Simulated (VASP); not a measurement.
An input for Quantum ESPRESSO's pw.x (written as the equivalent of a VASP run, and not itself run):

```
&CONTROL
  calculation = 'vc-relax'
  pseudo_dir = './pseudo'
  outdir = './out'
  tprnfor = .true.
  tstress = .true.
  nstep = 30
  forc_conv_thr = 0.00039
/
&SYSTEM
  ibrav = 0
  nat = 3
  ntyp = 2
  ecutwfc = 84
  occupations = 'smearing'
  smearing = 'methfessel-paxton'
  degauss = 0.00735
  input_dft = 'vdw-df-cx'
/
&ELECTRONS
  conv_thr = 7.3e-09
  electron_maxstep = 100
/
&IONS
/
&CELL
  cell_dofree = 'shape'
/
ATOMIC_SPECIES
  Mg 24.305 Mg.upf
  B 10.810 B.upf
CELL_PARAMETERS angstrom
     1.5114380   -2.6178868    0.0000000
     1.5114380    2.6178868    0.0000000
     0.0000000    0.0000000    3.4123464
ATOMIC_POSITIONS crystal
  Mg   0.0000000  0.0000000  1.0000000
  B    0.3333330  0.6666670  0.5000000
  B    0.6666670  0.3333330  0.5000000
K_POINTS automatic
  11 11 9 0 0 0
```

Question: Translate this input to VASP (INCAR, KPOINTS, POSCAR, choice of POTCAR).

Answer: This is not unique; one that fits is 
KPOINTS:
```
Automatic
0
G
11 11 9
0 0 0
```

File POSCAR:
```
MgB2
1
    1.5114379506    -2.6178868375     0.0000000000
    1.5114379506     2.6178868375     0.0000000000
    0.0000000000     0.0000000000     3.4123464475
Mg B
1 2
Direct
  0.0000000000   0.0000000000   1.0000000000
  0.3333330000   0.6666670000   0.5000000000
  0.6666670000   0.3333330000   0.5000000000
```

INCAR:
```
SYSTEM = MgB2
PREC = Accurate; ENCUT = 520; LREAL = F
LASPH = T
EDIFF = 1E-7; NELM = 100; ALGO = Normal
ISMEAR = 1; SIGMA = 0.1
GGA = CX; LUSE_VDW = T; AGGAC = 0.0
IBRION = 2; NSW = 30; ISIF = 4
EDIFFG = -0.01
LWAVE = F; LCHARG = F
```

POTCAR, in this order: Mg B (PBE.64 set). Program: vasp_std.

What does not carry over: the potentials are each code's own (VASP's PAW set, PseudoDojo norm-conserving files in pw.x), so ENCUT and ecutwfc are chosen apart and not converted; conv_thr bounds pw.x's estimated SCF error, while EDIFF bounds the energy change between steps; forc_conv_thr acts on force components and is met together with etot_conv_thr.

The compound is MgB2 in the AlB2 type structure. This cell is one point of a volume scan, at 0.94 of the reference volume.
